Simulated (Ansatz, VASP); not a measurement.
**GaP: VASP beside Ansatz**

One calculation is typed for both programs; each brings its own data sets. How far apart do they land? The cell is taken from a series of runs on this material, whose earlier steps may have relaxed, scaled, displaced or heated it; both programs get it as it stands.

Calculated with Ansatz 0.2.0; plane waves, with VASP 6.6.1 beside it; G0W0 gap at LDA.

### Step 1. The starting structure

Symmetry: F-43m, No. 216, cubic system. Conventional cell: a = 5.451 Å, b = 5.451 Å, c = 5.451 Å, α = 90.00°, β = 90.00°, γ = 90.00°. Nearest to Ga lie 4 P at 2.36 Å. P has 4 Ga at 2.36 Å nearest. Farther neighbours are not listed.

### Step 2. Ansatz: G0W0 gap, LDA

Ansatz runs on its default PAW (the set named soft_2) files.

Quasiparticle shifts depend on high empty states and on the cores, so they are the hardest test of two PAW sets.

The input, input.yaml:

```yaml
crystal:
  lattice:
    - [-1.9270427564, -1.1125786525, 3.1468476443]
    - [1.9270427564, -1.1125786525, 3.1468476443]
    - [0.0, 2.2251573099, 3.1468476425]
  atoms:
    - { symbol: Ga, position: [0.0, 0.0, 0.0] }
    - { symbol: P, position: [0.75, 0.75, 0.75] }
kpoints:
  mp_grid: { grid: [6, 6, 6] }
hamiltonian:
  xc: lda
scf:
  occupations: { method: fixed }
gw:
  n_empty_bands: 168
  ecut_chi: 150.0
  qp_bands: [v3, c4]
  screening: { model: contour_deformation }
```

Run with:

```bash
> ansatz run input.yaml --threads 8 --pin off --max-ram 18432MiB --backend cpu --events-out ev --progress --plain --runs-dir out
```

Numbers of over 12 decimals in the logs are rounded to 6 here.

The program printed:

```text
Engine: ansatz 0.2.0, x86_64-unknown-linux-gnu
Pseudopotentials: kind: paw
Pseudopotential: Ga, paw, valence charge 13, recommended cutoff 420 eV (normal), Ga.paw.azcp
Pseudopotential: P, paw, valence charge 5, recommended cutoff 420 eV (normal), P.paw.azcp
Functional definition: SPW92
  exchange = slater_x
  correlation = pw_c
Crystal: 2 atoms, lattice volume = 40.481 Å³
Basis set: ecut = 420 eV, 749 PW (Γ)
Bands: 13, of which v1, the nominal top of the filled ones, is band 9 counted from 1 (8 counted from 0)
Symmetry: 24 space group operations
Space group: F-43m (ITA 216), of the structure as read, at distance tolerance 3.4e-5 Å
k-points: 16 of 216 (time reversal used)
Non-local potential: Ga, projectors of the file, l = 0: 2, l = 1: 2, l = 2: 3, l = 3: 1
Non-local potential: P, projectors of the file, l = 0: 2, l = 1: 2, l = 2: 2
PAW form: soft (Blöchl's): semilocal exchange-correlation on the pseudo side does not see the compensation charge
PAW frozen core: Ga, regenerated for the run's functional, and the local potential with it (the file was generated under x = pbe(κ = 0.804, μ = 0.219515), c = pbe(β = 0.066725))
PAW frozen core: P, regenerated for the run's functional, and the local potential with it (the file was generated under x = pbe(κ = 0.804, μ = 0.219515), c = pbe(β = 0.066725))
PAW one-centre angular grid: Ga, 590 points (default); XC on 64 Gauss nodes
PAW one-centre angular grid: P, 110 points (default); XC on 64 Gauss nodes
Initial density: superposition of atomic densities (neutral atoms: chi_scale 0, normalization atom), corrected by the library's trained network
Initial wavefunctions: pseudopotential atomic-orbital guess
Functional: x = slater, c = lda
SCF iter   1: F=—  HF=-4433.744209 eV  |F-HF|=—  |Δ(HF+E_count)|=         —  Δρ=6.00e-3  dr2=1.48e-2  ethr=1.77e-3  ⟨swp⟩=5.0  Hψ=1098  notcnv=0  defer=27
preconditioner: auto → none  [insulator: Δε(μ)=1.435 eV  Ē_g=15.498 eV  n_scr=14 (ndim 8)  ℏωp=24.8 eV  f_vac=0.011  ε∞_Penn≈3.6]
SCF iter   2: F=—  HF=-4433.739066 eV  |F-HF|=—  |Δ(HF+E_count)|=   5.14e-3  Δρ=2.96e-3  dr2=1.56e-3  ethr=8.23e-5  ⟨swp⟩=2.9  Hψ=419  notcnv=0  defer=30
SCF iter   3: F=—  HF=-4433.738648 eV  |F-HF|=—  |Δ(HF+E_count)|=   4.18e-4  Δρ=9.45e-4  dr2=2.76e-4  ethr=8.69e-6  ⟨swp⟩=2.8  Hψ=405  notcnv=0  defer=31
SCF iter   4: F=—  HF=-4433.738548 eV  |F-HF|=—  |Δ(HF+E_count)|=   1.01e-4  Δρ=3.47e-4  dr2=2.23e-5  ethr=1.53e-6  ⟨swp⟩=2.0  Hψ=391  notcnv=0  defer=25
iter 5 did not close the SCF: its close was put off for the readings that it lacked (scf_convergence_deferred on its scf_iter line)
SCF iter   5: F=-4433.738545 eV  HF=-4433.738545 eV  |F-HF|=1.20e-8  |Δ(HF+E_count)|=   2.15e-6  Δρ=1.84e-5  dr2=9.57e-8  ethr=1.24e-7  ⟨swp⟩=2.8  Hψ=358  notcnv=0  defer=20
SCF iter   6: F=-4433.738545 eV  HF=-4433.738545 eV  |F-HF|=3.84e-9  |Δ(HF+E_count)|=   8.88e-9  Δρ=3.59e-6  dr2=5.93e-9  ethr=5.32e-10  ⟨swp⟩=5.0  Hψ=1151  notcnv=0
SCF 1 converged in 6 iterations: F = -4433.738545 eV  dr2 = 5.93e-9
  greatest PAW one-centre occupation: 0.994 electrons in one spin orbital (limit 2), on the Ga atom at site 0 (counted from 0), in its partial waves of l = 2
NSCF: frozen V_eff on 16 k-points
G₀W₀ screening: q 1/16
[... further progress lines ...]
NSCF: frozen V_eff on 1 k-points
NSCF: frozen V_eff on 1 k-points
SCF converged after 6 iterations
Free energy (F): -4433.738545 eV
Harris-Foulkes:  -4433.738545 eV  (|F-HF|=3.84e-9)
Internal energy: -4433.738545 eV  (E = F + TS)
E sigma→0 (E₀):  -4433.738545 eV
Fermi energy:    6.848008 eV
--- Per-component energies (eV) ---
  E_band       = -64.404286
  E_kinetic    = 186.696877
  E_local      = -2206.027402  (includes V_loc(G=0)·N_el)
  E_nonlocal   = 462.041089
  E_hartree    = 1017.480529
  E_xc         = -130.094122
  E_vxc        = -119.631436  (∫ρ·V_xc dr)
  E_paw        = -2453.036288  (= ΣΔE_a)
  E_vpaw       = -422.446281  (= ΣTr[D̂ρ^β])
  E_aug_tail   = -0.000117  (compensation charges beyond the density's cutoff)
  E_ewald      = -1312.644943
  E_core_change = 1.845831  (= ΣΔE_core)
  E_smearing   = -0.000000  (= −TS)
  E_closure    = -0.000000  (closes the sum)
  Σ components = -4433.738545   (vs F -4433.738545, Δ=0.00e0)
--- Band table (eV; the first three rows and the last of 16) ---
  k-point 0: bands = [... 5 lower, -5.6732, 6.8480, 6.8480, 6.8480, 8.4544, 10.6292, 10.6292, 10.6292]
  k-point 1: bands = [... 5 lower, -5.3171, 4.4042, 6.4703, 6.4703, 9.0909, 11.1818, 11.1818, 11.7258]
  k-point 2: bands = [... 5 lower, -4.3650, 1.5694, 5.9296, 5.9296, 8.5719, 11.5617, 11.5617, 14.2503]
[...]
0    13     10.6292    -7.5227    -4.4987   -12.4039  0.7701    11.0141    11.0117  root
     1     7      4.4042   -17.0159     1.7522   -14.8722  0.7431     4.0098     4.0127  root
     1     8      6.4703   -16.7751     1.1635   -15.1816  0.7616     6.0381     6.0403  root
     1     9      6.4703   -16.7751     1.1635   -15.1816  0.7616     6.0381     6.0403  root
     1    10      9.0909    -9.5842    -4.2664   -14.3168  0.7745     9.5599     9.5570  root
     1    11     11.1818    -7.6581    -4.6782   -12.7185  0.7620    11.5666    11.5639  root
     1    12     11.1818    -7.6581    -4.6782   -12.7185  0.7620    11.5666    11.5639  root
     1    13     11.7258    -8.5231    -4.8197   -13.7063  0.7521    12.0918    12.0894  root
     2     7      1.5694   -17.4422     3.2332   -13.8198  0.6965     1.1788     1.1802  root
     2     8      5.9296   -16.5859     1.3760   -14.7589  0.7582     5.4759     5.4787  root
     2     9      5.9296   -16.5859     1.3760   -14.7589  0.7582     5.4759     5.4787  root
     2    10      8.5719    -9.3532    -4.0955   -13.8820  0.7794     9.0075     9.0052  root
     2    11     11.5617    -7.2698    -4.7846   -12.4154  0.7586    11.9251    11.9227  root
     2    12     11.5617    -7.2698    -4.7846   -12.4154  0.7586    11.9251    11.9227  root
     2    13     14.2503    -6.9685    -5.7567   -13.0201  0.7327    14.5456    14.5452  root
     3     7      0.1287   -17.0654     3.8701   -12.8281  0.6925    -0.2399    -0.2384  root
     3     8      5.7170   -16.5521     1.4680   -14.6234  0.7565     5.2534     5.2563  root
     3     9      5.7170   -16.5521     1.4680   -14.6234  0.7565     5.2534     5.2563  root
     3    10      8.3439    -9.4684    -4.0238   -13.9158  0.7805     8.7695     8.7675  root
     3    11     11.4672    -7.0537    -4.7229   -12.1202  0.7618    11.8131    11.8108  root
     3    12     11.4672    -7.0537    -4.7229   -12.1202  0.7618    11.8131    11.8108  root
     3    13     14.8893    -4.2248    -5.6364    -9.9783  0.7446    15.0066    15.0064  root
     4     7      4.5298   -17.5794     1.6352   -15.5894  0.7449     4.1728     4.1750  root
     4     8      5.8297   -16.3329     1.3546   -14.5345  0.7581     5.3831     5.3858  root
[...]
14    13     14.5304    -6.2926    -5.5117   -12.0681  0.7463    14.7946    14.7941  root
    15     7      0.1418   -18.0320     3.7345   -13.9623  0.7015    -0.1950    -0.1934  root
    15     8      3.4274   -15.7676     2.3425   -12.9328  0.7260     2.9295     2.9352  root
    15     9      3.5340   -15.1969     2.1787   -12.5459  0.7304     3.0562     3.0617  root
    15    10     10.1911    -7.3310    -4.2890   -11.8566  0.7744    10.4287    10.4278  root
    15    11     10.3706    -8.1919    -4.5726   -13.1484  0.7644    10.7571    10.7544  root
    15    12     14.2598    -6.9576    -5.6957   -12.9883  0.7346    14.5956    14.5948  root
    15    13     14.2846    -6.8515    -5.7313   -12.8991  0.7335    14.6009    14.6009  root
```

(Part 1 of 2 ends here.)

[Lines on the potential files, build, host, timing and source positions are cut from VASP's logs without a mark.]

[Logs are printed without paths, hosts, clocks, repeated set-up lines and the standing remarks that a program may print on its own settings, such as how far it seeks lower states.]

[Hosts, paths, dates, database ids (printed as entryN), source tags and the programs' standing remarks are cut or masked in the printed files.]
